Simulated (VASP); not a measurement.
All values below come from revTPSS meta-GGA, VASP's PBE PAW potentials (set 64) (plane waves; VASP).

A VASP calculation is set up with these files.

### INCAR
```
! general
SYSTEM   =  InSb
PREC     =  Accurate
ENCUT    =  520   ! plane-wave cut-off (eV)
LREAL    =  .FALSE.   ! projection in real space or not
LASPH    =  .TRUE.   ! aspherical one-centre terms

! electronic loop
EDIFF    =  1E-6
NELM     =  100
ALGO     =  Normal
LMAXMIX  =  4   ! l cut-off of mixed one-centre charges
LMIXTAU  =  .TRUE.

! smearing
ISMEAR   =  1   ! Methfessel-Paxton
SIGMA    =  0.1   ! width (eV)

! functional
METAGGA  =  RTPSS

! ions
IBRION   =  2   ! conjugate gradients
NSW      =  60   ! most ionic steps
ISIF     =  3
EDIFFG   =  -0.01   ! ionic stop

! output
LWAVE    =  .FALSE.
LCHARG   =  .FALSE.
```

File KPOINTS:
```
Automatic mesh
0
Gamma
9 9 9
0 0 0
```

**POSCAR**
```
InSb
1.0
  0.0000000000   3.2747512619   3.2747512619
  3.2747512619   0.0000000000   3.2747512619
  3.2747512619   3.2747512619   0.0000000000
In Sb
1 1
Cartesian
  0.0000000000   0.0000000000   0.0000000000
  1.6373756310   1.6373756310   1.6373756310
```

POTCAR, in this order: In_d Sb (PBE.64 set). Program: vasp_std.

Unless said otherwise, spin-orbit coupling is left out, though it shifts the bands of the heavy elements here.

Q: Predict the energy per atom (σ→0), volume per atom, band gap (on the k-mesh).

A: 
The energy per atom (σ→0) is 14.565 eV/atom, the band gap (on the k-mesh) is none (metal, semimetal or under 0.01 eV) and the volume per atom is 35.06 Å³/atom.

File OSZICAR:
```
...
       N       E                     dE             d eps       ncg     rms          rms(c)
DAV:   1     0.291297439042E+02   -0.41352E-03   -0.11042E-02  1140   0.212E+00    0.122E-01
DAV:   2     0.291300958608E+02    0.35196E-03   -0.77660E-04  1115   0.650E-01    0.463E-02
DAV:   3     0.291301454453E+02    0.49585E-04   -0.17000E-04  1100   0.268E-01    0.103E-02
DAV:   4     0.291301515751E+02    0.61298E-05   -0.50248E-05   910   0.637E-02    0.592E-03
DAV:   5     0.291301330877E+02   -0.18487E-04   -0.93795E-06   910   0.382E-02    0.409E-03
DAV:   6     0.291301334320E+02    0.34435E-06   -0.74807E-07   605   0.128E-02
   2 F= 0.29130133E+02 E0= 0.29130086E+02  d E =-.240162E-04
```

The compound is InSb in the zinc blende structure. This run relaxes it. Symmetry was kept, so distortions that lower it aren't found. The start is the result of an earlier pass.
